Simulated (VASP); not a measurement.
An input for Quantum ESPRESSO's pw.x (written as the equivalent of a VASP run, and not itself run):

```
&CONTROL
  calculation = 'vc-relax'
  pseudo_dir = './pseudo'
  outdir = './out'
  tprnfor = .true.
  tstress = .true.
  nstep = 60
  forc_conv_thr = 0.00039
/
&SYSTEM
  ibrav = 0
  nat = 2
  ntyp = 2
  ecutwfc = 102
  occupations = 'smearing'
  smearing = 'gaussian'
  degauss = 0.003675
  input_dft = 'pbe'
/
&ELECTRONS
  conv_thr = 7.3e-08
  electron_maxstep = 100
/
&IONS
/
&CELL
/
ATOMIC_SPECIES
  Cd 112.414 Cd.upf
  S 32.060 S.upf
CELL_PARAMETERS angstrom
     0.0000000    2.9605175    2.9605175
     2.9605175   -0.0000000    2.9605175
     2.9605175    2.9605175   -0.0000000
ATOMIC_POSITIONS crystal
  Cd   0.0000000  0.0000000  0.0000000
  S    0.2500000  0.2500000  0.2500000
K_POINTS automatic
  7 7 7 0 0 0
```

**Question.** Translate this input to VASP (INCAR, KPOINTS, POSCAR, choice of POTCAR).

**Answer.** This is not unique; one that fits is 
### KPOINTS
```
Automatic mesh
0
Gamma
7 7 7
0 0 0
```

INCAR:
```
ALGO = Normal
EDIFF = 1E-6
EDIFFG = -0.01
ENCUT = 400
GGA = PE
IBRION = 2
ISIF = 3
ISMEAR = 0
LASPH = .TRUE.
LCHARG = .FALSE.
LMAXMIX = 4
LREAL = .FALSE.
LWAVE = .FALSE.
NELM = 100
NSW = 60
PREC = Accurate
SIGMA = 0.05
SYSTEM = CdS
```

POSCAR:
```
CdS
1.0
  0.0000000000   2.9605175065   2.9605175065
  2.9605175065   0.0000000000   2.9605175065
  2.9605175065   2.9605175065   0.0000000000
Cd S
1 1
direct
  0.0000000000   0.0000000000   0.0000000000
  0.2500000000   0.2500000000   0.2500000000
```

POTCAR, in this order: Cd S (PBE.64 set). Program: vasp_std.

Limits of the translation: the potentials are each code's own (VASP's PAW set, PseudoDojo norm-conserving files in pw.x), so ENCUT and ecutwfc are chosen apart and not converted; conv_thr bounds pw.x's estimated SCF error, while EDIFF bounds the energy change between steps; forc_conv_thr acts on force components and is met together with etot_conv_thr.

The compound is CdS in the zinc blende structure, a metastable form; wurtzite is the usual one. It was relaxed first, which changed the volume by +5 %. The start is the result of an earlier pass.
